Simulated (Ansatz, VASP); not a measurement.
# Cross-check of In2Au between VASP and Ansatz

Wanted: the spread between two codes on one cell, functional and k mesh.

Program: Ansatz 0.2.0. Level of theory: plane waves, with VASP 6.6.1 beside it; single point at PBEsol. Results are calculated unless marked as measured.

The database entry behind the starting cell differs from later determinations by our own check (0.1 to 0.3 % short, probably kX units), so it need not match the best structure at ambient conditions.

### Step 1. Starting point

The structure is cubic, space group Fm-3m (No. 225). Conventional cell: a = 6.502 Å, b = 6.502 Å, c = 6.502 Å, α = 90.00°, β = 90.00°, γ = 90.00°. Nearest to In lie 4 Au at 2.82 Å. Nearest to Au lie 8 In at 2.82 Å. Farther neighbours are not listed.

Structure file:

```
In Au
1.0
     0.00000    3.25100    3.25100
     3.25100    0.00000    3.25100
     3.25100    3.25100    0.00000
In Au
2 1
Direct
  0.25000 0.25000 0.25000
  0.75000 0.75000 0.75000
  0.00000 0.00000 0.00000
```

### Step 2. VASP: single point, PBEsol

With cell and atoms fixed, the geometry can't cause a difference; cores, projectors, grids and the points listed under the comparison can.

Lines of VASP's logs that name or quote its potential files are left out, and so is its time.

The input, INCAR:

```
SYSTEM = In2Au
PREC = Accurate
ENCUT = 400
EDIFF = 1E-06
NELM = 100
ISMEAR = -1
SIGMA = 0.05
LREAL = .FALSE.
ALGO = Normal
GGA = PS
NBANDS = 14
LASPH = .TRUE.
LORBIT = 11
LWAVE = .FALSE.
LCHARG = .FALSE.
KPAR = 4
ISIF = 2
```

The input, POSCAR:

```
In2Au
1.0
    0.0000000000      3.2510000000      3.2510000000
    3.2510000000      0.0000000000      3.2510000000
    3.2510000000      3.2510000000      0.0000000000
In Au
2 1
Direct
    0.2500000000      0.2500000000      0.2500000000
    0.7500000000      0.7500000000      0.7500000000
    0.0000000000      0.0000000000      0.0000000000
```

The input, KPOINTS:

```
Automatic mesh
0
Gamma
7 7 7
0 0 0
```

The projector-augmented-wave data sets are In and Au (PBE family, release 64).

Launch:

```
> mpirun -np 4 vasp_std
```

Numbers of over 12 decimals in the logs are rounded to 6 here.

The log of the run:

```text
[banner, memory and clock lines left out]
running    4 mpi-ranks, on    1 nodes
 distrk:  each k-point on    1 cores,    4 groups
 distr:  one band on    1 cores,    1 groups

 POSCAR found type information on POSCAR InAu
 POSCAR found :  2 types and       3 ions
|                                                                             |
|               ----> ADVICE to this user running VASP <----                  |
|                                                                             |
|     You enforced a specific xc type in the INCAR file but a different       |
|     [... a line on the potential file left out ...]
|     I HOPE YOU KNOW WHAT YOU ARE DOING!                                     |
|                                                                             |

 LDA part: xc-table for (Slater+PW92), standard interpolation
 POSCAR, INCAR and KPOINTS ok, starting setup
 FFT: planning ... GRIDC
 FFT: planning ... GRID_SOFT
 FFT: planning ... GRID
 WAVECAR not read
 entering main loop
       N       E                     dE             d eps       ncg     rms          rms(c)
DAV:   1     0.581821058756E+02    0.58182E+02   -0.54599E+03   568   0.768E+02
DAV:   2    -0.960240560640E+01   -0.67785E+02   -0.62980E+02   688   0.160E+02
DAV:   3    -0.114433980245E+02   -0.18410E+01   -0.18107E+01   756   0.267E+01
DAV:   4    -0.114560148586E+02   -0.12617E-01   -0.12581E-01   614   0.220E+00
DAV:   5    -0.114561502397E+02   -0.13538E-03   -0.13537E-03   722   0.249E-01    0.826E+00
DAV:   6    -0.107590933113E+02    0.69706E+00   -0.28809E+00   638   0.176E+01    0.476E+00
DAV:   7    -0.106912080830E+02    0.67885E-01   -0.14280E-01   578   0.389E+00    0.268E+00
DAV:   8    -0.106568603122E+02    0.34348E-01   -0.44567E-02   632   0.114E+00    0.360E-01
DAV:   9    -0.106558464662E+02    0.10138E-02   -0.36691E-03   656   0.583E-01    0.286E-01
DAV:  10    -0.106559338947E+02   -0.87429E-04   -0.39696E-04   602   0.146E-01    0.301E-02
DAV:  11    -0.106559337209E+02    0.17377E-06   -0.20084E-05   704   0.359E-02    0.154E-02
DAV:  12    -0.106559356639E+02   -0.19430E-05   -0.29698E-06   602   0.101E-02    0.326E-03
DAV:  13    -0.106559355641E+02    0.99779E-07   -0.48887E-07   340   0.713E-03
   1 F= -.10655936E+02 E0= -.10649160E+02  d E =-.135510E-01
```

From OUTCAR (step 2):

```text
ion  position               nearest neighbor table
   1  0.250  0.250  0.250-   3 2.82   3 2.82   3 2.82   3 2.82   2 3.25   2 3.25   2 3.25   2 3.25
                             2 3.25   2 3.25
   2  0.750  0.750  0.750-   3 2.82   3 2.82   3 2.82   3 2.82   1 3.25   1 3.25   1 3.25   1 3.25
                             1 3.25   1 3.25
   3  0.000  0.000  0.000-   2 2.82   2 2.82   2 2.82   1 2.82   2 2.82   1 2.82   1 2.82   1 2.82

  LATTYP: Found a face centered cubic cell.
 ALAT       =     6.5020000000

 Subroutine GETGRP returns: Found 48 space group operations
 (whereof 48 operations were pure point group operations)

The static configuration has the point symmetry O_h .

 Found     20 irreducible k-points:

   k-points           NKPTS =     20   k-points in BZ     NKDIM =     20   number of bands    NBANDS=     14

   dimension x,y,z NGX =    30 NGY =   30 NGZ =   30
   dimension x,y,z NGXF=    60 NGYF=   60 NGZF=   60

   ENCUT  =  400.0 eV  29.40 Ry    5.42 a.u.   7.50  7.50  7.50*2*pi/ulx,y,z

   NELECT =      17.0000    total number of electrons

 k-points in reciprocal lattice and weights: Automatic mesh
   0.00000000  0.00000000  0.00000000       0.003
   0.14285714  0.00000000  0.00000000       0.023
   0.28571429  0.00000000  0.00000000       0.023
   0.42857143  0.00000000  0.00000000       0.023
   0.14285714  0.14285714  0.00000000       0.017
   0.28571429  0.14285714  0.00000000       0.070
   0.42857143  0.14285714  0.00000000       0.070
  -0.42857143  0.14285714  0.00000000       0.070
  -0.28571429  0.14285714  0.00000000       0.070
[...]
-0.42857143  0.42857143  0.14285714       0.070
  -0.28571429  0.42857143  0.14285714       0.070

 average (electrostatic) potential at core
       1 -36.2486       2 -36.2486       3 -68.2527

 E-fermi :   6.1180

 k-point     1 :       0.0000    0.0000    0.0000
  band No.  band energies     occupation
    ...
      2       0.3946      2.00000
      3       0.3946      2.00000
      4       0.3946      2.00000
      5       1.2487      2.00000
      6       1.2487      2.00000
      7       6.4671      0.00185
      8       9.1873      0.00000
      9       9.1873      0.00000
     10       9.1873      0.00000
     11       9.8208      0.00000
    ...

 k-point     2 :       0.1429    0.0000    0.0000
  band No.  band energies     occupation
    ...
      3       0.4569      2.00000
      4       0.4569      2.00000
      5       1.2254      2.00000
      6       1.2254      2.00000
      7       5.7776      1.99779
      8       7.5460      0.00000
      9       8.3745      0.00000
     10       8.3745      0.00000
     11       9.9691      0.00000
     12      10.3193      0.00000
    ...

 k-point     3 :       0.2857    0.0000    0.0000
  band No.  band energies     occupation
    ...
      3       0.5808      2.00000
      4       0.5808      2.00000
      5       1.2029      2.00000
      6       1.2029      2.00000
      7       3.4710      2.00000
      8       7.5078      0.00000
      9       7.5078      0.00000
     10       7.5557      0.00000
     11       9.5476      0.00000
     12      10.0671      0.00000
    ...

  Total        0.6825151      0.6825151      0.6825151     -0.0000000      0.0000000     -0.0000000
  in kB       15.9126293     15.9126293     15.9126293     -0.0000000      0.0000000     -0.0000000
  external PRESSURE =      15.9126293 kB  Pullay stress =       0.0000000 kB

  energy-cutoff  :      400.00
  volume of cell :       68.72
      direct lattice vectors                 reciprocal lattice vectors
     0.000000000  3.251000000  3.251000000    -0.153798831  0.153798831  0.153798831
     3.251000000  0.000000000  3.251000000     0.153798831 -0.153798831  0.153798831
     3.251000000  3.251000000  0.000000000     0.153798831  0.153798831 -0.153798831

 POSITION                                       TOTAL-FORCE (eV/Angst)
 -----------------------------------------------------------------------------------
      1.62550      1.62550      1.62550         0.000000     -0.000000      0.000000
      4.87650      4.87650      4.87650        -0.000000      0.000000     -0.000000
      0.00000      0.00000      0.00000        -0.000000     -0.000000     -0.000000
 -----------------------------------------------------------------------------------
    total drift:                                0.000000     -0.000000     -0.000000

  FREE ENERGIE OF THE ION-ELECTRON SYSTEM (eV)
  ---------------------------------------------------
  free  energy   TOTEN  =       -10.6559355641 eV

  energy  without entropy=      -10.6423845386  energy(sigma->0) =      -10.64916005

 total charge
# of ion       s       p       d       tot
------------------------------------------
    1        1.250   1.259   0.181   2.689
    2        1.250   1.259   0.181   2.689
    3        0.686   0.455   8.647   9.787
--------------------------------------------------
tot          3.185   2.972   9.008  15.165

[... 3 further parts left out ...]
```

This run has no spin polarisation. Its electron count is odd, so without a moment it is a metal by construction. The data set In keeps the semicore shell frozen, which is cheaper and a little less accurate.

### Step 3. Ansatz: single point, PBEsol

Ansatz runs on its default PAW (the set named soft_2) files.

The same cell, functional, mesh and smearing now go to Ansatz, which takes its cutoff from its data sets.

The input, input.yaml:

```yaml
crystal:
  lattice:
    - [0.0, 3.251, 3.251]
    - [3.251, 0.0, 3.251]
    - [3.251, 3.251, 0.0]
  atoms:
    - { symbol: In, position: [0.25, 0.25, 0.25] }
    - { symbol: In, position: [0.75, 0.75, 0.75] }
    - { symbol: Au, position: [0.0, 0.0, 0.0] }
hamiltonian:
  xc: pbesol
  pseudopotentials: { kind: paw }
kpoints:
  mp_grid: { grid: [7, 7, 7] }
scf:
  occupations: { method: fermi_dirac, width: 0.05 }
  n_extra_bands: 4
output:
  forces: true
  stress: true
  eigenvalues: true
```

Launch:

```
> ansatz run input.yaml --threads 2 --pin off --max-ram 4608MiB --backend cpu --events-out ev --progress --plain --runs-dir out
```

The log of the run:

```text
scf.n_extra_bands = 4 over 23 filled bands (N_el = 45.0): the run solves 27 bands
Engine: ansatz 0.2.0, aarch64-unknown-linux-gnu
Pseudopotentials: kind: paw
Pseudopotential: In, paw, valence charge 13, recommended cutoff 420 eV (normal), In.paw.azcp
Pseudopotential: Au, paw, valence charge 19, recommended cutoff 420 eV (normal), Au.paw.azcp
Functional definition: PBEsol
  exchange = pbesol_x
  correlation = pbesol_c
Crystal: 3 atoms, lattice volume = 68.720 Å³
Basis set: ecut = 420 eV, 1363 PW (Γ), exchange–correlation on 64×64×64 points (8 copies of the dense FFT grid, shifted against one another)
Bands: 27, of which v1, the nominal top of the filled ones, is band 23 counted from 1 (22 counted from 0)
Symmetry: 48 space group operations
Space group: Fm-3m (ITA 225), of the structure as read, at distance tolerance 4.1e-5 Å
k-points: 20 of 343
Non-local potential: In, projectors of the file, l = 0: 2, l = 1: 2, l = 2: 2, l = 3: 2
Non-local potential: Au, projectors of the file, l = 0: 3, l = 1: 2, l = 2: 2, l = 3: 1
PAW form: soft (Blöchl's): semilocal exchange-correlation on the pseudo side does not see the compensation charge
PAW frozen core: In, regenerated for the run's functional, and the local potential with it (the file was generated under x = pbe(κ = 0.804, μ = 0.219515), c = pbe(β = 0.066725))
PAW frozen core: Au, regenerated for the run's functional, and the local potential with it (the file was generated under x = pbe(κ = 0.804, μ = 0.219515), c = pbe(β = 0.066725))
PAW one-centre angular grid: In, 590 points (default); XC on 64 Gauss nodes
PAW one-centre angular grid: Au, 590 points (default); XC on 64 Gauss nodes
Initial density: superposition of atomic densities (neutral atoms: chi_scale 0, normalization atom), corrected by the library's trained network
Initial wavefunctions: pseudopotential atomic-orbital guess
Functional: x = pbesol(κ = 0.804, μ = 0.123457), c = pbesol(β = 0.046)
SCF iter   1: F=—  HF=-24058.660654 eV  |F-HF|=—  |Δ(HF+E_count)|=         —  Δρ=4.01e-3  dr2=9.53e-3  ethr=1.77e-3  ⟨swp⟩=6.1  Hψ=2203  notcnv=0
preconditioner: auto → LDOS  [metal: Δε(μ)=0.041 eV  Ē_g=13.813 eV  σ=0.050 eV  W_gap=0.20  n_scr=14 (ndim 8)  ℏωp=27.2 eV  f_vac=0.044  D(μ)=1.89/eV (n_scr^D=14)  β→1.0]
SCF iter   2: F=—  HF=-24058.661074 eV  |F-HF|=—  |Δ(HF+E_count)|=   4.20e-4  Δρ=2.90e-3  dr2=4.60e-3  ethr=2.12e-5  ⟨swp⟩=2.0  Hψ=1156  notcnv=0  defer=4
SCF iter   3: F=—  HF=-24058.659117 eV  |F-HF|=—  |Δ(HF+E_count)|=   1.96e-3  Δρ=4.54e-4  dr2=1.69e-4  ethr=1.02e-5  ⟨swp⟩=2.0  Hψ=899  notcnv=0  defer=4
SCF iter   4: F=—  HF=-24058.659090 eV  |F-HF|=—  |Δ(HF+E_count)|=   2.62e-5  Δρ=9.67e-5  dr2=4.99e-6  ethr=3.75e-7  ⟨swp⟩=2.1  Hψ=718  notcnv=0  defer=4
SCF iter   5: F=—  HF=-24058.659084 eV  |F-HF|=—  |Δ(HF+E_count)|=   6.84e-6  Δρ=3.04e-5  dr2=5.72e-7  ethr=1.11e-8  ⟨swp⟩=2.0  Hψ=963  notcnv=0  defer=4
SCF iter   6: F=-24058.659084 eV  HF=-24058.659084 eV  |F-HF|=3.95e-9  |Δ(HF+E_count)|=   4.38e-9  Δρ=4.83e-6  dr2=1.41e-8  ethr=2.22e-10  ⟨swp⟩=6.2  Hψ=2373  notcnv=0
SCF 1 converged in 6 iterations: F = -24058.659084 eV  dr2 = 1.41e-8
  greatest PAW one-centre occupation: 1.001 electrons in one spin orbital (limit 2), on the Au atom at site 2 (counted from 0), in its partial waves of l = 0
SCF converged after 6 iterations
Free energy (F): -24058.659084 eV
Harris-Foulkes:  -24058.659084 eV  (|F-HF|=3.95e-9)
Internal energy: -24058.644858 eV  (E = F + TS)
E sigma→0 (E₀):  -24058.651971 eV
Entropy (-TS):   -0.014225 eV (-4.742 meV/atom)
Fermi energy:    12.843030 eV
--- Per-component energies (eV) ---
  E_band       = -355.407738
  E_kinetic    = 1092.036570
  E_local      = -4667.311970  (includes V_loc(G=0)·N_el)
  E_nonlocal   = 810.922482
  E_hartree    = 1926.192119
  E_xc         = -655.552765
  E_vxc        = -477.029404  (∫ρ·V_xc dr)
  E_paw        = -17731.732816  (= ΣΔE_a)
  E_vpaw       = -966.415307  (= ΣTr[D̂ρ^β])
  E_aug_tail   = 0.001426  (compensation charges beyond the density's cutoff)
  E_ewald      = -4833.981188
  E_core_change = 0.781284  (= ΣΔE_core)
  E_smearing   = -0.014225  (= −TS)
  E_closure    = -0.000000  (closes the sum)
  Σ components = -24058.659084   (vs F -24058.659084, Δ=0.00e0)
--- Forces (eV/Å), atoms counted from 1 ---
  atom   1  In     0.00000000     0.00000000     0.00000000
  atom   2  In     0.00000000     0.00000000     0.00000000
  atom   3  Au    -0.00000000     0.00000000    -0.00000000
  max |Σ_I F_I| component: 3.70e-17 eV/Å
--- Stress (GPa, compression-positive) ---
        1.493702      -0.000000       0.000000
       -0.000000       1.493702       0.000000
       -0.000000      -0.000000       1.493702
  P = ⅓ Tr σ = 1.4937 GPa (14.937 kbar)
--- Band table (eV; the first three rows and the last of 20) ---
  k-point 0: bands = [... 19 lower, 8.0348, 13.1038, 15.9073, 15.9073, 15.9073, 16.5497, 16.5498, 16.5498]
  k-point 1: bands = [... 19 lower, 8.0096, 12.4700, 14.2472, 15.0993, 15.0993, 16.6947, 17.0389, 17.0389]
  k-point 2: bands = [... 19 lower, 7.9830, 10.2304, 14.2349, 14.2349, 14.2484, 16.2566, 16.7835, 16.7835]
  k-point 19: bands = [... 19 lower, 8.1331, 8.7648, 9.1712, 11.0642, 15.3303, 17.3083, 17.8952, 19.1345]
```

It took 6.5 s on 2 threads of Arm Neoverse N1, shared host; peak memory 0.34 GiB; 6.6 s of CPU time.

The run ends at a pressure of 1.49 GPa.

### Step 4. Differences

Known differences besides the potentials themselves: the data sets hold 45 valence electrons in Ansatz (default PAW (the set named soft_2) files) and 17 in VASP; the cutoff is 420 eV in Ansatz and 400 eV in VASP; Ansatz makes its cores anew for this functional, VASP keeps those of its PBE data sets. Total energies have different zeros and are not compared.

Compared:

```
                                        quantity  Ansatz  VASP  difference
                                  pressure (GPa)    1.49  1.59       -0.10
pressure without Ansatz's Pulay correction (GPa)    1.44  1.59       -0.15
```

Ansatz's pressure holds a Pulay correction of 0.05 GPa; VASP's holds none.

### Step 5. Summary of results

| Item | Value |
| --- | --- |
| difference in pressure (single point, PBEsol) | -0.098 GPa |

In words: The difference in pressure is -0.098 GPa (single point, PBEsol), within the 1 GPa picked in this series as the mark of a large difference. Such differences can come from data sets, numerical settings and the points named under the comparisons, not from the functional's error against experiment.

[Lines on the potential files, build, host, timing and source positions are cut from VASP's logs without a mark.]

[Logs are printed without paths, hosts, clocks, repeated set-up lines and the standing remarks that a program may print on its own settings, such as how far it seeks lower states.]

[Hosts, paths, dates, database ids (printed as entryN), source tags and the programs' standing remarks are cut or masked in the printed files.]
